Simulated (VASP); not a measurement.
Input:

```
CoSi2
1.0
    0.00000     2.73360     2.73360
    2.73360     0.00000     2.73360
    2.73360     2.73360     0.00000
Co Si
1 2
Cartesian
  0.00000   0.00000   0.00000
  1.36680   1.36680   1.36680
  4.10040   4.10040   4.10040
```

These are PBE GGA, VASP's PBE PAW potentials (set 64) (plane waves; VASP) values and carry that method's errors. Settings: 400 eV cut-off, 9×9×9 Γ-centred mesh, Fermi-Dirac smearing of 0.020 eV, potentials Co Si.

Question: Predict the energy per atom (σ→0), pressure, band gap (on the k-mesh) with the smallest direct gap where there is one.

Answer: 
```yaml
band gap (on the k-mesh): none (metal, semimetal or under 0.01 eV)
energy per atom (σ→0): -618.1 kJ/mol of atoms
pressure: -9.50 GPa
```

Only differences to runs with the same potentials and settings are physical.

The compound is CoSi2 in the fluorite structure. The cell was not relaxed at this level. The run is one of a series of settings (ISMEAR = -1, SIGMA = 0.02 against the base run), some of them coarse on purpose. The run is not spin-polarised, so no magnetic state was tried. The electron count is odd and the run is not spin-polarised, which forces a metal.
